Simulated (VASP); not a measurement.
Here is the system:

```yaml
crystal:
  lattice:
    - [-2.57704, 2.57704, 2.57704]
    - [2.57704, -2.57704, 2.57704]
    - [2.57704, 2.57704, -2.57704]
  atoms:
    - { symbol: Ba, position: [0.00000, 0.00000, 0.00000] }
```

Method: vdW-DF2, VASP's PBE PAW potentials (set 64) (plane waves; VASP 6.6.1). Numerical set-up: 520 eV cut-off, 10×10×10 Γ-centred mesh, first-order Methfessel-Paxton smearing of 0.10 eV, potentials Ba_sv.

Unless said otherwise, spin-orbit coupling is left out, though it shifts the bands of the heavy elements here.

Task: What does the run give for the energy per atom (σ→0), band gap (on the k-mesh) with the smallest direct gap where there is one?

Result: 
The band gap (on the k-mesh) is none (metal, semimetal or under 0.01 eV) and the energy per atom (σ→0) comes out as 0.403 eV/atom.

Total energies compare only between runs with the same potentials, cut-off and functional.

The compound is Ba in the bcc structure. This cell is one point of a volume scan, at 1.06 of the reference volume.
